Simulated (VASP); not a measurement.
## AlN with r2SCAN: from relaxation to properties

Aim: relax AlN, then compute properties on the relaxed cell. The steps: relaxing cell and atoms (r2SCAN), single point with fields (r2SCAN), band structure (r2SCAN), total and projected DOS (r2SCAN), volume scan with r2SCAN, fit for r2SCAN, independent-particle dielectric function (r2SCAN) and bands along the symmetry lines (r2SCAN), changed input. The start is a cell from a database of measured crystal structures.

Main program and level: VASP 6.6.1; r2SCAN; plane waves and PAW (Al, N).

Report form: the programs' logs are mostly left out.

The database entry behind the starting cell differs from later determinations by our own check (inner coordinate u about 0.002 short), so it need not match the best structure at ambient conditions.

### 1. The structure

Before any relaxation, the start is as follows. Symmetry: P6_3mc, No. 186, hexagonal system. The conventional cell has a = 3.113 Å, b = 3.113 Å, c = 4.981 Å, α = 90.00°, β = 90.00°, γ = 120.00°. Nearest to Al lie 4 N at 1.89 Å. Nearest to N lie 4 Al at 1.89 Å. Farther neighbours and most contacts between anions are not listed.

Structure file:

```cif
data_structure
_symmetry_space_group_name_H-M 'P6_3mc'
_symmetry_Int_Tables_number 186
_cell_length_a 3.1130
_cell_length_b 3.1130
_cell_length_c 4.9810
_cell_angle_alpha 90.000
_cell_angle_beta 90.000
_cell_angle_gamma 120.000
_cell_volume 41.80
loop_
_atom_site_label
_atom_site_type_symbol
_atom_site_symmetry_multiplicity
_atom_site_Wyckoff_symbol
_atom_site_fract_x
_atom_site_fract_y
_atom_site_fract_z
_atom_site_occupancy
Al1 Al 2 b 0.33333 0.66667 0.00000 1
N1 N 2 b 0.33333 0.66667 0.38000 1
```

### 2. Relaxing cell and atoms (r2SCAN)

The start need not lie at this functional's minimum. ISIF = 3 frees volume, shape and positions, and EDIFFG sets the threshold on forces and stress at which the search stops. r2SCAN adds the kinetic-energy density, costs more than a GGA and is run with LASPH.

Contents of INCAR:

```
SYSTEM = AlN
PREC = Accurate
ENCUT = 520
EDIFF = 1E-06
NELM = 100
ISMEAR = 0
SIGMA = 0.05
LREAL = .FALSE.
ALGO = Normal
METAGGA = R2SCAN
LASPH = .TRUE.
NBANDS = 14
LORBIT = 11
LWAVE = .FALSE.
LCHARG = .FALSE.
KPAR = 4
IBRION = 2
NSW = 60
ISIF = 3
EDIFFG = -0.01
```

Contents of POSCAR:

```
AlN
1.0
    3.1130000000      0.0000000000      0.0000000000
   -1.5565000000      2.6959370820      0.0000000000
    0.0000000000      0.0000000000      4.9810000000
Al N
2 2
Direct
    0.3333333333      0.6666666667      0.0000000000
    0.6666666667      0.3333333333      0.5000000000
    0.3333333333      0.6666666667      0.3800000000
    0.6666666667      0.3333333333      0.8800000000
```

Contents of KPOINTS:

```
Automatic mesh
0
Gamma
8 8 5
0 0 0
```

PAW data sets: Al and N (PBE family, release 64).

Started as:

```bash
mpirun -np 4 vasp_std
```

Wall time 29 s (4 MPI ranks of Intel Xeon 6975P-C (Granite Rapids), shared host); peak memory 0.63 GiB; 1.8 min of CPU time.

The gap is read on the k-mesh alone, so it is an upper bound where the band edges lie off the mesh. The PAW data sets were made with PBE, which is usual practice but a small mismatch for other functionals. The run keeps the 12 symmetry operations of its start, so it cannot find a distortion of lower symmetry.

Step by step:

```tsv
step	energy less that of the first step (eV)	largest force (eV/Å)	pressure (GPa)	volume (Å³)
1	0.0000	0.1253	-1.37	41.80
2	0.0004	0.0991	1.50	41.26
3	-0.0022	0.0187	-0.02	41.55
4	-0.0022	0.0148	0.04	41.54
5	-0.0023	0.0043	-0.01	41.54
```

```tsv
conventional cell, symmetrised	before	after	change
a (Å)	3.113	3.104	-0.3 %
b (Å)	3.113	3.104	-0.3 %
c (Å)	4.981	4.978	-0.1 %
volume (Å³/atom)	10.45	10.39	-0.6 %
```

Final coordinates:

```
Al N
1.0
     3.10434    0.00000    0.00000
    -1.55217    2.68844    0.00000
     0.00000    0.00000    4.97762
Al N
2 2
Direct
  0.33333 0.66667 0.99926
  0.66667 0.33333 0.49926
  0.33333 0.66667 0.38074
  0.66667 0.33333 0.88074
```

This step gave:

- electrons: 16
- bands: 14
- irreducible k-points: 30
- symmetry operations: 12
- free energy (TOTEN): -38.46 eV
- Fermi energy: 6.207 eV
- pressure: -0.008740 GPa
- metallic: no
- valence top at k: 0, 0, 0
- conduction bottom at k: 0, 0, 0
- least direct gap at k: 0, 0, 0
- SCF cycles over all ionic steps: 33
- gap on the k-mesh: 4.940 eV
- least direct gap on the k-mesh: 4.940 eV

It ends with a largest force of 0.004 eV/Å and a pressure of -0.01 GPa. The volume lies -0.6 % from that of the database's start, which holds the thermal and zero-point expansion of its experiment.

### 3. Single point with fields (r2SCAN)

A single point on the relaxed cell gives a clean self-consistent state, with density, ELF and potential written out.

Edit INCAR of step 2 so:

```diff
@@ -14,7 +14,5 @@
 LWAVE = .FALSE.
-LCHARG = .FALSE.
-KPAR = 4
-IBRION = 2
-NSW = 60
-ISIF = 3
-EDIFFG = -0.01
+LCHARG = .TRUE.
+ISIF = 2
+LELF = .TRUE.
+LVHAR = .TRUE.
```

Contents of POSCAR:

```
AlN
1.0
    3.1043381946      0.0000000000      0.0000000000
   -1.5521690973      2.6884357385      0.0000000000
    0.0000000000      0.0000000000      4.9776211759
Al N
2 2
Direct
    0.3333333333      0.6666666667      0.9992580854
    0.6666666667      0.3333333333      0.4992580854
    0.3333333333      0.6666666667      0.3807419146
    0.6666666667      0.3333333333      0.8807419146
```

KPOINTS is that of step 2.

Started as:

```bash
mpirun -np 4 vasp_std
```

Wall time 12 s (4 MPI ranks); peak memory 0.47 GiB.

This step gave:

```
SCF cycles   : 15
bands        : 16
Fermi energy : 6.230 eV
pressure     : -0.01631 GPa
```

Valence electrons inside each PAW sphere by angular momentum. Sphere charges, by row:

```tsv
atom	s (e)	p (e)	d (e)	tot (e)
Al1	0.368	0.451	0	0.818
Al2	0.368	0.451	0	0.818
N3	1.23	2.675	0	3.905
N4	1.23	2.675	0	3.905
```

ELF in the ac plane at fractional y = 0.333, with atoms of Al and N within 0.2 Å of it. It is the smooth field of the valence electrons, not physical close to the nuclei.

Ten even steps from '0' (0.00) to '9' (0.88):
```
8521379998778999
8521479997436899
8521479986114899
7411368987436898
6311257898888998
5210146899999987
3100125789999986
2100013579999864
1111111347887532
1222221112332111
3455543100000002
6777765300000024
8888887520000146
8888887531000157
8888887631000257
7888877531000257
7777776531001246
5677665321001134
4566543210000113
2344432100000011
1223211111111111
1111111223333321
2110123566666654
5211246788888887
7411368999889998
```
Columns run along a (3.1 Å), rows up along c (5.0 Å). Atoms in or near the plane, at fractional coordinates: Al at (0.67, 0.50), N at (0.67, 0.88).

Valence density in the ac plane at fractional y = 0.333, with atoms of Al and N within 0.2 Å of it. It is the smooth field of the valence electrons, not physical close to the nuclei.

Ten even steps from '_' (0.0 e/Å³) to '@' (3.7 e/Å³):
```
____________..::--++####**==::..
..__________..::++%%@@@@@@**--..
..__________..--++@@@@@@@@**--::
____________..::++%%@@@@%%**--..
____________..::--++####**==::..
______________..::--====--::..__
________________..::::::::....__
__________________..........____
________________________________
________________________________
________________________________
________________________________
____......______________________
............____________________
..............__________________
............____________________
__........______________________
________________________________
________________________________
________________________________
________________________________
________________________________
________________________________
________________......::......__
____________....::--====--::....
```
Columns run along a (3.1 Å), rows up along c (5.0 Å). Atoms in or near the plane, at fractional coordinates: Al at (0.67, 0.50), N at (0.67, 0.88).

Electrostatic potential energy in the ac plane at fractional y = 0.333, with atoms of Al and N within 0.2 Å of it. With pseudopotentials it is smooth inside the atoms' cores, unlike the true potential.

Values in eV, 22 rows by 16 columns, each cell a mean:
```
 -3  -5  -7  -8  -6  -4  -2  -2 -13 -35 -46 -47 -41 -20  -4  -2
 -2  -3  -4  -5  -4  -2  -2  -5 -28 -48 -42 -39 -49 -38  -9  -1
  0  -1  -2  -2  -1   0   0  -5 -30 -48 -38 -34 -48 -39 -10   0
  2   1   1   1   1   2   1  -1 -18 -41 -45 -45 -45 -26  -4   1
  3   3   2   2   3   3   2   1  -5 -17 -28 -30 -22  -8   0   2
  3   3   3   3   3   3   3   1  -1  -4  -7  -8  -5  -2   1   2
  2   3   3   3   3   2   1  -1  -3  -5  -7  -7  -5  -3  -1   1
  0   2   3   3   2   1  -2  -5 -10 -18 -24 -25 -21 -13  -6  -3
 -2   1   2   3   2  -1  -4 -11 -27 -45 -56 -57 -50 -32 -15  -6
 -3   0   2   2   1  -2  -6 -20 -43 -67 -72 -72 -71 -52 -26  -9
 -3   0   2   2   1  -2  -7 -23 -51 -72 -72 -72 -72 -61 -31 -11
 -3   0   2   2   1  -2  -6 -20 -45 -68 -72 -72 -72 -54 -27  -9
 -2   1   1   1   1  -1  -4 -12 -29 -49 -59 -61 -54 -35 -16  -6
  0   1   2   2   1   1  -2  -5 -13 -23 -31 -32 -26 -16  -7  -3
  2   2   2   2   2   2   1  -1  -4  -7 -10 -10  -8  -5  -2   0
  3   3   3   3   3   3   2   1   0  -2  -3  -3  -2  -1   1   2
  3   3   3   3   3   3   3   2   2   1   1   1   1   2   2   3
  2   1   1   1   1   2   2   3   3   3   3   3   3   3   3   2
  0  -1  -2  -2  -1   0   1   2   3   3   3   3   3   3   2   1
 -2  -4  -5  -5  -4  -2   0   1   3   3   3   3   3   3   2   0
 -3  -5  -7  -8  -7  -4  -2   1   1   1   1   1   1   1   1  -1
 -3  -6  -9 -10  -8  -5  -2  -1  -1  -6 -14 -15  -9  -2  -1  -1
```
Columns run along a (3.1 Å; values clipped at the 3rd and 97th percentile), rows up along c (5.0 Å). Atoms in or near the plane, at fractional coordinates: Al at (0.67, 0.50), N at (0.67, 0.88).

In this run the pressure is -0.02 GPa, small enough to go on.

### 4. Band structure (r2SCAN)

Levels along the symmetry lines show where the bands peak and cross; KPOINTS_OPT computes them in the converged potential.

Contents of INCAR:

```
SYSTEM = AlN
PREC = Accurate
ENCUT = 520
EDIFF = 1E-06
NELM = 100
ISMEAR = 0
SIGMA = 0.05
LREAL = .FALSE.
ALGO = Normal
METAGGA = R2SCAN
LASPH = .TRUE.
NBANDS = 22
LORBIT = 11
LWAVE = .FALSE.
LCHARG = .FALSE.
KPAR = 4
```

POSCAR is that of step 3.

KPOINTS is that of step 3.

Contents of KPOINTS_OPT:

```
Line mode
16
Line-mode
Reciprocal
  0.00000000   0.00000000   0.00000000 GAMMA
  0.50000000   0.00000000   0.00000000 M

  0.50000000   0.00000000   0.00000000 M
  0.33333333   0.33333333   0.00000000 K

  0.33333333   0.33333333   0.00000000 K
  0.00000000   0.00000000   0.00000000 GAMMA

  0.00000000   0.00000000   0.00000000 GAMMA
  0.00000000   0.00000000   0.50000000 A

  0.00000000   0.00000000   0.50000000 A
  0.50000000   0.00000000   0.50000000 L

  0.50000000   0.00000000   0.50000000 L
  0.33333333   0.33333333   0.50000000 H

  0.33333333   0.33333333   0.50000000 H
  0.00000000   0.00000000   0.50000000 A

  0.50000000   0.00000000   0.50000000 L
  0.50000000   0.00000000   0.00000000 M

  0.33333333   0.33333333   0.00000000 K
  0.33333333   0.33333333   0.50000000 H
```

Started as:

```bash
mpirun -np 4 vasp_std
```

Wall time 35 s (4 MPI ranks); peak memory 0.68 GiB; 2.3 min of CPU time.

This step gave:

```
bands                             : 22
Fermi energy                      : 6.178 eV
pressure                          : -0.008302 GPa
least gap on mesh and path        : 4.940 eV
least direct gap on mesh and path : 4.940 eV
```

Electronic bands along the path, in eV, zero at the valence-band top; v1 is the highest filled band, c1 the lowest empty one:

```tsv
point	v4	v3	v2	v1	c1	c2	c3	c4
Γ	-0.88	-0.22	-0.22	0.00	4.94	7.57	11.63	12.07
0.53 of the way	-2.67	-1.66	-0.51	-0.45	7.03	8.22	8.83	11.18
M	-3.39	-2.13	-1.77	-0.70	6.45	6.58	9.07	11.28
0.53 of the way	-3.13	-3.08	-1.90	-1.64	6.12	8.05	9.83	11.01
K	-3.80	-2.52	-2.41	-2.41	5.69	9.17	10.59	10.59
0.53 of the way	-3.20	-1.58	-0.82	-0.51	7.42	8.49	9.46	9.93
Γ	-0.88	-0.22	-0.22	0.00	4.94	7.57	11.63	12.07
0.47 of the way	-0.80	-0.80	-0.31	-0.31	5.81	7.66	11.31	12.02
A	-0.56	-0.56	-0.56	-0.56	7.28	7.28	11.33	11.33
0.47 of the way	-1.60	-1.60	-1.01	-1.01	7.41	7.41	10.40	10.40
L	-1.49	-1.49	-1.39	-1.39	6.01	6.01	10.16	10.16
0.47 of the way	-2.68	-2.68	-0.97	-0.97	6.78	6.78	10.15	10.15
H	-3.92	-3.92	-0.81	-0.81	8.16	8.16	8.66	8.66
0.47 of the way	-1.99	-1.99	-1.23	-1.23	7.40	7.40	10.45	10.45
A	-0.56	-0.56	-0.56	-0.56	7.28	7.28	11.33	11.33
jump to L	-1.49	-1.49	-1.39	-1.39	6.01	6.01	10.16	10.16
0.47 of the way	-2.52	-1.93	-1.18	-0.99	5.71	6.64	10.17	10.47
M	-3.39	-2.13	-1.77	-0.70	6.45	6.58	9.07	11.28
jump to K	-3.80	-2.52	-2.41	-2.41	5.69	9.17	10.59	10.59
0.47 of the way	-4.41	-2.95	-1.57	-1.57	6.45	9.04	9.61	9.61
H	-3.92	-3.92	-0.81	-0.81	8.16	8.16	8.66	8.66
```

Of the projections kept (Al, N), the largest for each band there; the rest of the weight can lie on other orbitals:

```tsv
point	v4	v3	v2	v1	c1	c2	c3	c4
Γ	N 0.89	N 0.97	N 0.97	N 0.97	N 0.73	Al 0.66	N 0.92	Al 0.98
M	N 0.73	N 0.80	N 0.82	N 0.90	N 0.67	Al 0.77	N 0.51	N 0.91
K	N 0.67	N 0.84	N 0.78	N 0.78	Al 0.93	N 0.99	N 0.84	N 0.84
Γ	N 0.89	N 0.97	N 0.97	N 0.97	N 0.73	Al 0.66	N 0.92	Al 0.98
A	N 0.93	N 0.93	N 0.93	N 0.93	N 0.70	N 0.70	Al 0.60	Al 0.60
L	N 0.84	N 0.84	N 0.87	N 0.87	Al 0.57	Al 0.57	Al 0.87	Al 0.87
```

The path finds the gap of the mesh within 0.02 eV, so the mesh comes close to both band edges.

### 5. Total and projected DOS (r2SCAN)

A density of states needs more k-points than a total energy; ISMEAR = -5 takes tetrahedra, and LORBIT projects the states on the PAW spheres. The mesh is finer than in the run before.

Edit INCAR of step 4 so:

```diff
@@ -5,3 +5,3 @@
 NELM = 100
-ISMEAR = 0
+ISMEAR = -5
 SIGMA = 0.05
@@ -16 +16,2 @@
 KPAR = 4
+NEDOS = 2001
```

POSCAR is that of step 4.

Contents of KPOINTS:

```
Automatic mesh
0
Gamma
12 12 7
0 0 0
```

Started as:

```bash
mpirun -np 4 vasp_std
```

Wall time 24 s (4 MPI ranks); peak memory 0.75 GiB.

This step gave:

```
irreducible k-points : 76
Fermi energy         : 5.936 eV
pressure             : -0.009785 GPa
```

The density of states has structure finer than the step of the table below, so its rows give means over 1 eV, whole bins alone (the curve runs from -12.0 to 12.6 eV). Peaks (eV: height): total -4.9: 3.53, -1.3: 4.08, -0.9: 5.51, 10.8: 3.28; N p -4.9: 1.15, -1.3: 2.11, -0.9: 3.05, 10.8: 0.578; Al p -1.3: 0.306, -0.9: 0.371, 10.0: 0.241, 10.8: 0.267; Al s -4.9: 0.390, 10.0: 0.299, 10.8: 0.273, 12.2: 0.385; N s 6.9: 0.189, 8.0: 0.0953, 9.6: 0.130, 10.7: 0.0626.

States under -12.0 eV and over 12.6 eV are left out. The density of states by energy, zero at the valence-band top; means over each step; values in states/eV/cell:

```tsv
energy (eV)	total	N p	Al p	Al s	N s
-7	0	0	0	0	0
-6	0.240	0.0737	0.0118	0.0295	0.00167
-5	2.22	0.722	0.105	0.256	0.0395
-4	1.32	0.470	0.0657	0.124	0.0412
-3	1.72	0.705	0.125	0.0877	0.0265
-2	2.45	1.16	0.199	0.0551	0.0158
-1	3.66	1.98	0.243	0.0270	0.00772
0	0.427	0.252	0.0153	3.8e-4	1.9e-4
1	0	0	0	0	0
2	0	0	0	0	0
3	0	0	0	0	0
4	0	0	0	0	0
5	0.0114	7.2e-4	8.9e-5	0.00120	0.00344
6	0.750	0.0566	0.0609	0.0259	0.0528
7	1.91	0.225	0.165	0.0667	0.140
8	1.09	0.167	0.0835	0.0447	0.0636
9	0.802	0.115	0.0453	0.0721	0.0523
10	1.85	0.250	0.153	0.162	0.0721
11	1.59	0.279	0.132	0.135	0.0285
12	1.77	0.232	0.207	0.237	0.0373
```

The gap on this mesh is 4.94 eV. In the top eV of the valence band the largest shares in the PAW spheres are N p 56 % and Al p 6 %. The rest lies in smaller channels or between the spheres.

### 6. Volume scan with r2SCAN

An equation of state needs energies on both sides of the minimum, all on one mesh and cutoff.

Contents of INCAR:

```
SYSTEM = AlN
PREC = Accurate
ENCUT = 520
EDIFF = 1E-06
NELM = 100
ISMEAR = 0
SIGMA = 0.05
LREAL = .FALSE.
ALGO = Normal
METAGGA = R2SCAN
LASPH = .TRUE.
NBANDS = 14
LORBIT = 11
LWAVE = .FALSE.
LCHARG = .FALSE.
KPAR = 4
ISIF = 2
```

Contents of POSCAR:

```
AlN
1.0
    3.0409665722      0.0000000000      0.0000000000
   -1.5204832861      2.6335543036      0.0000000000
    0.0000000000      0.0000000000      4.8760085584
Al N
2 2
Direct
    0.3333333333      0.6666666667      0.9992580854
    0.6666666667      0.3333333333      0.4992580854
    0.3333333333      0.6666666667      0.3807419146
    0.6666666667      0.3333333333      0.8807419146
```

Contents of KPOINTS:

```
Automatic mesh
0
Gamma
8 8 5
0 0 0
```

Started as:

```bash
mpirun -np 4 vasp_std
```

The job ended after 8.6 s (4 MPI ranks; peak memory 0.59 GiB).

The scan keeps the cell's shape and the fractional positions fixed.

Numbers from this step:

* bands: 14
* irreducible k-points: 30
* free energy (TOTEN): -38.34 eV
* Fermi energy: 6.758 eV
* pressure: 14.84 GPa
* gap on the k-mesh: 5.526 eV
* least direct gap on the k-mesh: 5.526 eV

The pressure here is 14.84 GPa.

### 7. Volume scan with r2SCAN (run 2)

INCAR is that of step 6.

Contents of POSCAR:

```
AlN
1.0
    3.0623825353      0.0000000000      0.0000000000
   -1.5311912677      2.6521010717      0.0000000000
    0.0000000000      0.0000000000      4.9103477782
Al N
2 2
Direct
    0.3333333333      0.6666666667      0.9992580854
    0.6666666667      0.3333333333      0.4992580854
    0.3333333333      0.6666666667      0.3807419146
    0.6666666667      0.3333333333      0.8807419146
```

KPOINTS is that of step 6.

Started as:

```bash
mpirun -np 4 vasp_std
```

Run time: 14 s. Hardware: 4 MPI ranks; peak memory 0.61 GiB.

Numbers from this step:

* free energy (TOTEN): -38.41 eV
* Fermi energy: 6.611 eV
* pressure: 9.401 GPa
* gap on the k-mesh: 5.324 eV
* least direct gap on the k-mesh: 5.324 eV

The pressure falls from 14.84 to 9.40 GPa.

The run ends at a pressure of 9.40 GPa, with forces up to 0.021 eV/Å.

### 8. Volume scan with r2SCAN (run 3)

INCAR is that of step 7.

Contents of POSCAR:

```
AlN
1.0
    3.0835030823      0.0000000000      0.0000000000
   -1.5417515411      2.6703920020      0.0000000000
    0.0000000000      0.0000000000      4.9442133158
Al N
2 2
Direct
    0.3333333333      0.6666666667      0.9992580854
    0.6666666667      0.3333333333      0.4992580854
    0.3333333333      0.6666666667      0.3807419146
    0.6666666667      0.3333333333      0.8807419146
```

KPOINTS is that of step 7.

Started as:

```bash
mpirun -np 4 vasp_std
```

Run time: 7.6 s. Hardware: 4 MPI ranks; peak memory 0.62 GiB.

The pressure falls from 9.40 to 4.42 GPa.

The run ends at a pressure of 4.42 GPa, with forces up to 0.013 eV/Å.

### 9. Volume scan with r2SCAN (run 4)

INCAR is that of step 8.

Contents of POSCAR:

```
AlN
1.0
    3.1043381946      0.0000000000      0.0000000000
   -1.5521690973      2.6884357385      0.0000000000
    0.0000000000      0.0000000000      4.9776211759
Al N
2 2
Direct
    0.3333333333      0.6666666667      0.9992580854
    0.6666666667      0.3333333333      0.4992580854
    0.3333333333      0.6666666667      0.3807419146
    0.6666666667      0.3333333333      0.8807419146
```

KPOINTS is that of step 8.

Started as:

```bash
mpirun -np 4 vasp_std
```

The job ended after 9 s (4 MPI ranks; peak memory 0.62 GiB; 33 s of CPU time).

The pressure falls from 4.42 to -0.07 GPa, so it vanishes between these two volumes.

### 10. Volume scan with r2SCAN (run 5)

INCAR is that of step 9.

Contents of POSCAR:

```
AlN
1.0
    3.1248973248      0.0000000000      0.0000000000
   -1.5624486624      2.7062404676      0.0000000000
    0.0000000000      0.0000000000      5.0105865152
Al N
2 2
Direct
    0.3333333333      0.6666666667      0.9992580854
    0.6666666667      0.3333333333      0.4992580854
    0.3333333333      0.6666666667      0.3807419146
    0.6666666667      0.3333333333      0.8807419146
```

KPOINTS is that of step 9.

Started as:

```bash
mpirun -np 4 vasp_std
```

It took 7.4 s on 4 MPI ranks; peak memory 0.6 GiB; 27 s of CPU time.

The pressure falls from -0.07 to -4.13 GPa.

The run ends at a pressure of -4.13 GPa, with forces up to 0.0037 eV/Å.

### 11. Volume scan with r2SCAN (run 6)

INCAR is that of step 10.

Contents of POSCAR:

```
AlN
1.0
    3.1451894345      0.0000000000      0.0000000000
   -1.5725947172      2.7238139500      0.0000000000
    0.0000000000      0.0000000000      5.0431237030
Al N
2 2
Direct
    0.3333333333      0.6666666667      0.9992580854
    0.6666666667      0.3333333333      0.4992580854
    0.3333333333      0.6666666667      0.3807419146
    0.6666666667      0.3333333333      0.8807419146
```

KPOINTS is that of step 10.

Started as:

```bash
mpirun -np 4 vasp_std
```

Elapsed: 12 s, on 4 MPI ranks; peak memory 0.6 GiB.

The pressure falls from -4.13 to -7.74 GPa.

The run ends at a pressure of -7.74 GPa, with forces up to 0.011 eV/Å.

### 12. Volume scan with r2SCAN (run 7)

A prediction first. A parabola through the 6 pressures of evenly scaled cells so far, P = -0.07 -213.4 t +448 t² GPa with t = ln(V/V₁) and V₁ the volume at scale 1, gives -10.98 GPa at t = +0.0583.

INCAR is that of step 11.

Contents of POSCAR:

```
AlN
1.0
    3.1652230283      0.0000000000      0.0000000000
   -1.5826115142      2.7411635512      0.0000000000
    0.0000000000      0.0000000000      5.0752463761
Al N
2 2
Direct
    0.3333333333      0.6666666667      0.9992580854
    0.6666666667      0.3333333333      0.4992580854
    0.3333333333      0.6666666667      0.3807419146
    0.6666666667      0.3333333333      0.8807419146
```

KPOINTS is that of step 11.

Started as:

```bash
mpirun -np 4 vasp_std
```

Wall time 8.6 s (4 MPI ranks); peak memory 0.6 GiB; 32 s of CPU time.

The pressure falls from -7.74 to -11.08 GPa. The parabola predicted -10.98 GPa, +0.10 GPa off.

### 13. Side by side

Times are for 4 MPI ranks of Intel Xeon 6975P-C (Granite Rapids), shared host. The series side by side:

```tsv
no.	volume scale	energy above the lowest point (meV/atom)	pressure (GPa)	gap on the k-mesh (eV)	time	memory (GiB)
1	0.94	28.17	14.84	5.526	8.6 s	0.59
2	0.96	12.29	9.401	5.324	14 s	0.61
3	0.98	3.09	4.424	5.128	7.6 s	0.62
4	1	0	-0.07333	4.939	9 s	0.62
5	1.02	2.47	-4.127	4.755	7.4 s	0.6
6	1.04	9.99	-7.744	4.579	12 s	0.6
7	1.06	22.07	-11.08	4.407	8.6 s	0.6
```

(Part 1 of 2 ends here.)

[Lines on the potential files, build, host, timing and source positions are cut from VASP's logs without a mark.]

[Logs are printed without paths, hosts, clocks, repeated set-up lines and the standing remarks that a program may print on its own settings, such as how far it seeks lower states.]

[Hosts, paths, dates, database ids (printed as entryN), source tags and the programs' standing remarks are cut or masked in the printed files.]

[A measured line is paired with the nearest computed mode of its activity, which favours agreement.]
